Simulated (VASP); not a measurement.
# Al$_{3}$InN$_{4}$ (ordered alloy cell): computed properties

The numbers are results of PBEsol GGA, VASP's PBE PAW potentials (set 64) (plane waves; VASP), not measurements.

| Quantity | Value |
|---|---|
| space group | Amm2 (38) |
| cell | a = 3.1983 Å, b = 6.4222 Å, c = 9.0687 Å, α = 90.00°, β = 90.00°, γ = 90.00° |
| volume per atom | 11.64 Å³/atom |
| band gap (over mesh and band path) | 1.90 eV |
| smallest direct gap (over mesh and band path) | 1.90 eV |
| band-edge character | direct, Γ to Γ |
| density | 4.49 g/cm³ |

```yaml
crystal:
  lattice:
    - [-0.00904, 4.53214, 4.53433]
    - [4.53214, -0.00904, 4.53433]
    - [2.26155, 2.26155, 0.00000]
  atoms:
    - { symbol: In, position: [0.99887, 0.99887, 0.00226] }
    - { symbol: N, position: [0.14565, 0.14565, 0.20871] }
    - { symbol: N, position: [0.13407, 0.59667, 0.26926] }
    - { symbol: N, position: [0.59667, 0.13407, 0.26926] }
    - { symbol: N, position: [0.62532, 0.62532, 0.24936] }
    - { symbol: Al, position: [0.00163, 0.49910, 0.99927] }
    - { symbol: Al, position: [0.49910, 0.00163, 0.99927] }
    - { symbol: Al, position: [0.49870, 0.49870, 0.00261] }
```

Unless said otherwise, spin-orbit coupling is left out, though it shifts the bands of the heavy elements here.

The structure was generated: Al3InN4 was put into an ordered model structure (Amm2), which need not be its known phase. It was relaxed first. Symmetry was kept, so distortions that lower it aren't found.
